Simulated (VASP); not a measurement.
# Y2SbN (P4/mmm) in VASP: notebook

Runs on Y2SbN. Level: PBEsol. Tasks: relaxation of cell and atoms, single point.

All numbers are computed with VASP 6.6.1; they aren't measurements. Logs are shortened: lines on timing, memory, paths and dates and some standing lists are left out, and cuts for length are marked.

### Step 1. The crystal as given

The structure is tetragonal, space group P4/mmm (No. 123). The conventional cell has a = 3.767 Å, b = 3.767 Å, c = 5.327 Å, α = 90.00°, β = 90.00°, γ = 90.00°. Around Y (site symmetry 4/mmm) lie 4 N at 2.66 Å and 2 Sb at 2.66 Å. Around Y (site symmetry 4/mmm) lie 4 Sb at 2.66 Å and 2 N at 2.66 Å. Sb (site symmetry 4/mmm) is surrounded by 6 Y at 2.66 Å. Around N (site symmetry 4/mmm) lie 6 Y at 2.66 Å.

The cell comes from a database or a generator and needn't be the stable form of this composition.

### Step 2. Relaxation of cell and atoms, PBEsol

INCAR

```
SYSTEM = Y2SbN
PREC = Accurate
ENCUT = 600
EDIFF = 1E-6
ISMEAR = 0
SIGMA = 0.1
LREAL = .FALSE.
LASPH = .TRUE.
NELM = 100
ALGO = Normal
ISIF = 3
LWAVE = .FALSE.
LCHARG = .FALSE.
GGA = PS
IBRION = 2
NSW = 100
EDIFFG = -0.05
```

KPOINTS

```
regular mesh
0
G
  6 6 4
  0 0 0
```

POSCAR

```
Y2SbN
1.0
    3.7665286728      0.0000000000      0.0000000000
    0.0000000000      3.7665286728      0.0000000000
    0.0000000000      0.0000000000      5.3266759322
Y Sb N
2 1 1
Direct
    0.0000000000      0.0000000000      0.0000000000
    0.5000000000      0.5000000000      0.5000000000
    0.0000000000      0.0000000000      0.5000000000
    0.5000000000      0.5000000000      0.0000000000
```

Potentials or basis: VASP PAW PBE potentials, release 64 (Y_sv, Sb, N).

Run with:

```console
$ cat potpaw_PBE.64/Y_sv/POTCAR potpaw_PBE.64/Sb/POTCAR potpaw_PBE.64/N/POTCAR > POTCAR
$ mpirun -np 1 vasp_std > vasp.out
```

OUTCAR:

```text
SYSTEM = Y2SbN
   PREC = Accurate
   ENCUT = 600
   EDIFF = 1E-6
   ISMEAR = 0
   LREAL = .FALSE.
   LASPH = .TRUE.
   NELM = 100
   ISIF = 3
   GGA = PS
   IBRION = 2
   NSW = 100
   EDIFFG = -0.05

 ion  position               nearest neighbor table
   1  0.000  0.000  0.000-   4 2.66   4 2.66   4 2.66   4 2.66   3 2.66   3 2.66   2 3.77   2 3.77
                             2 3.77   2 3.77   2 3.77   2 3.77   2 3.77   2 3.77
   2  0.500  0.500  0.500-   3 2.66   3 2.66   3 2.66   3 2.66   4 2.66   4 2.66   1 3.77   1 3.77
                             1 3.77   1 3.77   1 3.77   1 3.77   1 3.77   1 3.77
   3  0.000  0.000  0.500-   2 2.66   2 2.66   2 2.66   2 2.66   1 2.66   1 2.66
   4  0.500  0.500  0.000-   1 2.66   1 2.66   1 2.66   1 2.66   2 2.66   2 2.66

  LATTYP: Found a simple tetragonal cell.
 ALAT       =     3.7665286728
 C/A-ratio  =     1.4142135624

  Lattice vectors:

 A1 = (   3.7665286728,   0.0000000000,   0.0000000000)
 A2 = (   0.0000000000,   3.7665286728,   0.0000000000)
 A3 = (   0.0000000000,   0.0000000000,   5.3266759322)

Analysis of symmetry for initial positions (statically):
=====================================================================
 Subroutine PRICEL returns:
 Original cell was already a primitive cell.

 Routine SETGRP: Setting up the symmetry group for a
 simple tetragonal supercell.

 Subroutine GETGRP returns: Found 16 space group operations
 (whereof 16 operations were pure point group operations)
 out of a pool of 16 trial point group operations.

The static configuration has the point symmetry D_4h.

Analysis of symmetry for dynamics (positions and initial velocities):
=====================================================================
 Subroutine PRICEL returns:
 Original cell was already a primitive cell.

 Routine SETGRP: Setting up the symmetry group for a
 simple tetragonal supercell.

 Subroutine GETGRP returns: Found 16 space group operations
 (whereof 16 operations were pure point group operations)
 out of a pool of 16 trial point group operations.

The dynamic configuration has the point symmetry D_4h.

 Subroutine INISYM returns: Found 16 space group operations
 (whereof 16 operations are pure point group operations),
 and found     1 'primitive' translations

----------------------------------------------------------------------------------------

                                     Primitive cell

  volume of cell :      75.5682

  direct lattice vectors                    reciprocal lattice vectors
     3.766528673  0.000000000  0.000000000     0.265496452  0.000000000  0.000000000
     0.000000000  3.766528673  0.000000000     0.000000000  0.265496452  0.000000000
     0.000000000  0.000000000  5.326675932     0.000000000  0.000000000  0.187734342
[... 99 lines left out ...]
   NELECT =      32.0000    total number of electrons
   NUPDOWN=      -1.0000    fix difference up-down
   EMIN   =  10.00;   EMAX   =-10.00  energy-range for DOS
   EFERMI =   0.00;   METHOD = LEGACY
   ISMEAR =     0;   SIGMA  =   0.10  broadening in eV -4-tet -1-fermi 0-gaus
   EFERMI_NEDOS =   21; number of points for ismear=-14 and -15
   IALGO  =     38    algorithm
   IMIX   =      4    mixing-type and parameters
     AMIX     =   0.40;   BMIX     =  1.00
     AMIX_MAG =   1.60;   BMIX_MAG =  1.00
  volume/ion in A,a.u.               =      18.89       127.49
  Fermi-wavevector in a.u.,A,eV,Ry     =   1.229358  2.323151 20.562788  1.511322
  Thomas-Fermi vector in A             =   2.364249
   LORBIT       =      0    0 simple, 1 ext, 2 COOP (PROOUT), +10 PAW based schemes
   GGA     = PS    functional components
   LHFCALC =     F    Hartree Fock is set to
   AEXX    =    0.0000 exact exchange contribution
   IVDW    =     0    specifies the selected vdW correction
   LEPSILON=     F    determine dielectric tensor
   LRPA    =     F    only Hartree local field effects (RPA)
 conjugate gradient relaxation of ions
 non-spin polarized calculation
 Gauss-broadening in eV      SIGMA  =   0.10
  energy-cutoff  :      600.00
  volume of cell :       75.57
 maximum number of plane-waves:      2566
   NGX = 15   NGY = 15   NGZ = 21

--------------------------------------- Ionic step        1  -------------------------------------------

 number of electron      32.0000002 magnetization

 Free energy of the ion-electron system (eV)
  ---------------------------------------------------
  ext. energy  EPLUGINS =         0.00000000
  ---------------------------------------------------
  free energy    TOTEN  =       -28.96603144 eV

  energy without entropy =      -28.96550643  energy(sigma->0) =      -28.96576894

------------------------ aborting loop because EDIFF is reached ----------------------------------------

  FORCE on cell =-STRESS in cart. coord.  units (eV):
  Direction    XX          YY          ZZ          XY          YZ          ZX
  --------------------------------------------------------------------------------------
  -------------------------------------------------------------------------------------
  Total        8.4539859      8.4539859     10.3558384      0.0000000      0.0000000      0.0000000
  in kB      179.2393138    179.2393138    219.5619183      0.0000000      0.0000000      0.0000000
  external PRESSURE =     192.6801820 kB  Pullay stress =       0.0000000 kB
[... 25 lines left out ...]
--------------------------------------- Ionic step        2  -------------------------------------------

 number of electron      32.0000005 magnetization

 E-fermi :   3.6688     XC(G=0):  -9.6874

 val. band max:        3.5831269401   @ k =   0.0000   0.0000   0.5000
 cond. band min:       3.7082929791   @ k =   0.0000   0.0000   0.2500
 fundamental gap:      0.1251660390
 Fermi energy:         3.6688389240

 k-point     1 :       0.0000    0.0000    0.0000
  band No.  band energies     occupation
      1     -39.3005      2.00000
      2     -38.8774      2.00000
      3     -19.3603      2.00000
      4     -19.1497      2.00000
      5     -19.1497      2.00000
      6     -18.9166      2.00000
[... 580 lines left out ...]
--------------------------------------- Ionic step        3  -------------------------------------------

 number of electron      32.0000002 magnetization

 Free energy of the ion-electron system (eV)
  ---------------------------------------------------
  ext. energy  EPLUGINS =         0.00000000
  ---------------------------------------------------
  free energy    TOTEN  =       -29.67684864 eV

  energy without entropy =      -29.67512611  energy(sigma->0) =      -29.67598737

 E-fermi :   4.6034     XC(G=0): -10.3152

 val. band max:        4.4990785667   @ k =   0.0000   0.0000   0.5000
 cond. band min:       4.6419169392   @ k =   0.3333   0.3333   0.0000
 fundamental gap:      0.1428383725
 Fermi energy:         4.6033939558

 k-point     1 :       0.0000    0.0000    0.0000
  band No.  band energies     occupation
      1     -37.7405      2.00000
      2     -37.3224      2.00000
      3     -17.9599      2.00000
      4     -17.6144      2.00000
      5     -17.6144      2.00000
      6     -17.4588      2.00000
[... 574 lines left out ...]
  FREE ENERGIE OF THE ION-ELECTRON SYSTEM (eV)
  ---------------------------------------------------
  free  energy   TOTEN  =       -29.6768486363 eV

  energy  without entropy=      -29.6751261130  energy(sigma->0) =      -29.67598737

 reached required accuracy - stopping structural energy minimisation
```

OSZICAR:

```text
N       E                     dE             d eps       ncg     rms          rms(c)
DAV:   1     0.190963222914E+03    0.19096E+03   -0.16966E+04  1200   0.171E+03
DAV:   2    -0.162838993358E+02   -0.20725E+03   -0.19983E+03  1508   0.351E+02
DAV:   3    -0.317096714609E+02   -0.15426E+02   -0.14663E+02  2044   0.751E+01
[... 40 lines left out ...]
DAV:   8    -0.296759821395E+02   -0.12917E-02   -0.28423E-03  1756   0.318E-01    0.307E-01
DAV:   9    -0.296767838409E+02   -0.80170E-03   -0.22111E-03  2320   0.212E-01    0.674E-02
DAV:  10    -0.296768435595E+02   -0.59719E-04   -0.13006E-04  1540   0.730E-02    0.103E-01
DAV:  11    -0.296768481727E+02   -0.46132E-05   -0.26044E-05  2136   0.216E-02    0.195E-02
DAV:  12    -0.296768486363E+02   -0.46364E-06   -0.42690E-06  1284   0.107E-02
   3 F= -.29676849E+02 E0= -.29675987E+02  d E =-.710817E+00
```

CONTCAR:

```text
Y2SbN
   1.00000000000000
     3.9665987703944561    0.0000000000000000    0.0000000000000000
     0.0000000000000000    3.9665987703944561    0.0000000000000000
    -0.0000000000000000    0.0000000000000000    5.6732698410057596
  Y               Sb              N
     2     1     1
Direct
     0.0000000000000000    0.0000000000000000    0.0000000000000000
     0.5000000000000000    0.5000000000000000    0.5000000000000000
     0.0000000000000000    0.0000000000000000    0.5000000000000000
     0.5000000000000000    0.5000000000000000    0.0000000000000000

  0.00000000E+00  0.00000000E+00  0.00000000E+00
  0.00000000E+00  0.00000000E+00  0.00000000E+00
  0.00000000E+00  0.00000000E+00  0.00000000E+00
  0.00000000E+00  0.00000000E+00  0.00000000E+00
```

Run time: 3.5 min. Hardware: 1 thread of Intel Xeon Platinum 8488C (Sapphire Rapids), shared host; peak memory 0.25 GiB.

Results:

```yaml
Free_energy: -29.6768 eV
Relaxed_volume: 22.32 Å³/atom
Relaxed_cell: a = 3.967 Å, b = 3.967 Å, c = 5.673 Å, α = 90.00°, β = 90.00°, γ = 90.00°
Space_group_after_relaxing_to_0.05_Å: P4/mmm (No. 123)
Energy_gained_by_relaxing: 177.7 meV/atom
Ionic_steps: 3
Pressure_after_relaxing: -0.2 GPa
Band_gap_on_the_k_mesh: none (metal or under the smearing width)
```

Stress tensor (GPa, compression positive):
```
-0.29  0.00  0.00
 0.00 -0.29  0.00
 0.00  0.00 -0.08
```

Step by step:
```tsv
step	energy change (eV)	largest force (eV/Å)	pressure (GPa)	volume (Å³)
1	0.0000	0.0000	19.27	75.57
2	-0.2404	0.0000	-9.38	103.22
3	-0.7108	0.0000	-0.22	89.26
```

Final structure:
```
CELL_PARAMETERS angstrom
3.96660 0.00000 0.00000
0.00000 3.96660 0.00000
0.00000 0.00000 5.67327
ATOMIC_POSITIONS crystal
Y 0.00000 0.00000 0.00000
Y 0.50000 0.50000 0.50000
Sb 0.00000 0.00000 0.50000
N 0.50000 0.50000 0.00000
```

Levels at points of the mesh, in eV from the Fermi level:
```
           k point  band 14  band 15  band 16  band 17  band 18  band 19
(0.00, 0.00, 0.00)    -0.49     0.35     0.79     0.79     1.69     1.93
(0.50, 0.00, 0.00)    -1.95    -1.51    -1.31     2.51     2.92     3.22
(0.50, 0.50, 0.00)    -0.50    -0.50    -0.33    -0.33    -0.31     3.26
(0.00, 0.00, 0.50)    -0.52    -0.24    -0.10    -0.10     1.23     2.67
(0.50, 0.00, 0.50)    -1.74    -1.58    -1.44     3.18     3.48     3.75
(0.50, 0.50, 0.50)    -1.67    -1.67    -1.51     2.14     2.14     3.32
```

Caveat: the volume moved by over 15 % at a fixed basis, so the end points are rough; the PAW data sets were made with another functional, which shifts forces and pressure a little; the relaxation stopped at a loose force limit of 0.05 eV/Å, so its end isn't a converged minimum. Spin-orbit coupling is left out, which matters for the levels of Sb.

### Step 3. Single point, PBEsol

INCAR

```
  PREC = Accurate
  ENCUT = 520
  EDIFF = 1E-6
  ISMEAR = 0
  SIGMA = 0.1
  LREAL = F
  LASPH = T
  NELM = 100
  ALGO = Normal
  ISIF = 2
  LWAVE = F
  LCHARG = F
  GGA = PS
  NBANDS = 24
```

KPOINTS

```
Automatic mesh
0
Gamma
  6 6 4
```

POSCAR is that of step 2.

Potentials or basis: VASP PAW PBE potentials, release 64 (Y_sv, Sb, N).

Run with:

```console
$ cat potpaw_PBE.64/Y_sv/POTCAR potpaw_PBE.64/Sb/POTCAR potpaw_PBE.64/N/POTCAR > POTCAR
$ mpirun -np 1 vasp_std > vasp.out
```

Run time: 55 s. Hardware: 1 thread of Intel Xeon Platinum 8488C (Sapphire Rapids), shared host; peak memory 0.21 GiB.

Results (log left out):

```yaml
Free_energy: -28.9641 eV
Pressure: 19.3 GPa
Band_gap_on_the_k_mesh: none (metal or under the smearing width)
```

Stress tensor (GPa, compression positive):
```
17.94  0.00  0.00
 0.00 17.94  0.00
 0.00  0.00 21.96
```

Levels at points of the mesh, in eV from the Fermi level:
| k point | band 14 | band 15 | band 16 | band 17 | band 18 | band 19 |
| --- | --- | --- | --- | --- | --- | --- |
| (0.00, 0.00, 0.00) | -0.54 | 0.54 | 1.29 | 1.29 | 1.76 | 1.76 |
| (0.50, 0.00, 0.00) | -1.97 | -1.75 | -1.66 | 2.74 | 3.24 | 3.55 |
| (0.50, 0.50, 0.00) | -0.66 | -0.66 | -0.37 | -0.37 | 0.26 | 3.97 |
| (0.00, 0.00, 0.50) | -0.70 | -0.49 | 0.11 | 0.11 | 1.15 | 3.14 |
| (0.50, 0.00, 0.50) | -2.07 | -1.98 | -1.85 | 3.78 | 3.94 | 4.33 |
| (0.50, 0.50, 0.50) | -1.91 | -1.91 | -1.88 | 2.40 | 2.40 | 3.93 |

Caveat: so large a pressure means that the cell lies far from this level's equilibrium, or that cutoff or potentials fall short; the potentials were made for another functional, which shifts forces and pressure.
